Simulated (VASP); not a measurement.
The system is BaRu.

```
Ba Ru
1.0
     3.51384    0.00000    0.00000
    -1.75692    3.04307    0.00000
     0.00000    0.00000    4.67569
Ba Ru
1 1
Direct
  0.00000 0.00000 0.50000
  0.66667 0.33333 0.00000
```

The cell was built by a generator and needn't be a form met in nature.

```yaml
Program: VASP 6.6.1
Task: single point
Functional: PBE
Potentials_or_basis: VASP PAW PBE potentials, release 64 (Ba_sv, Ru_pv)
Cutoff: 520 eV
k_mesh: 9 × 9 × 6
Occupations: fermi-dirac, width 0.05 eV
Spin: no spin polarisation
```

On this cell: pressure 2.6 GPa; largest force under 0.003 eV/Å; band gap on the k mesh none (metal or under the smearing width).

The same run follows on a disturbed copy (atoms moved at random, drawn with an rms of 0.05 Å):

```
Ba Ru
1.0
     3.51384    0.00000    0.00000
    -1.75692    3.04307    0.00000
     0.00000    0.00000    4.67569
Ba Ru
1 1
Direct
  0.00475 0.00179 0.49776
  0.64698 0.32381 0.01167
```

**Question.** What does the disturbed cell give?

**Answer.** The energy (extrapolated to zero smearing) moves by +3.2 meV/atom; pressure 2.6 GPa; largest force 0.243 eV/Å; band gap on the k mesh none (metal or under the smearing width).

Forces on the atoms (eV/Å):
```
Ba   0.035  0.018  0.240
Ru  -0.035 -0.018 -0.240
```

Stress tensor (GPa, compression positive):
```
2.42 0.38 0.08
0.38 2.03 0.04
0.08 0.04 3.42
```
